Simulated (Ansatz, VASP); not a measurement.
**Two plane-wave programs on Ga2GeO3**

```xyz
6
Lattice="2.4067 1.3895 3.9108 -2.4067 1.3895 3.9108 0.0000 -2.7790 3.9108" Properties=species:S:1:pos:R:3 pbc="T T T"
Ga    0.0000    0.0000    7.2399
Ga    0.0000    0.0000    4.4926
Ge    0.0000    0.0000    0.0000
O     1.2033    0.6948    1.9554
O    -1.2033    0.6948    1.9554
O     0.0000   -1.3895    1.9554
```

Change from the starting cell: species swapped into the Ce2AlFe3 type (R-3m, No. 166).

Alike in both runs: task single point; functional PBE; k mesh 6 × 6 × 6; occupations gaussian, width 0.1 eV; no spin polarisation.

|  | VASP | Ansatz |
| --- | --- | --- |
| version | VASP 6.6.1 | Ansatz 0.2.0 |
| potentials or method | VASP PAW PBE potentials, release 64 (Ga_d, Ge_d, O) | scalar-relativistic, plane waves, PAW |
| plane-wave cutoff (eV) | 520 | 420 |
| valence electrons in the cell | 58 | 58 |

|  | VASP | Ansatz | Ansatz less VASP |
| --- | --- | --- | --- |
| gap on the k mesh at the Fermi level (eV) | none | none | - |
| pressure (GPa) | 0.9 | 0.9 | 0.00 |
| largest component of the traceless stress (GPa) | 9.04 | 9.10 | +0.051 |
| rms of the force components (eV/Å) | 0.126 | 0.127 | +0.0008 |

Atom by atom the forces differ by 0.001 eV/Å (rms over components). A gap of «none» marks a metal or a gap that the smearing closes. The functional is the same, so the differences come from potentials, cutoffs and numerics.
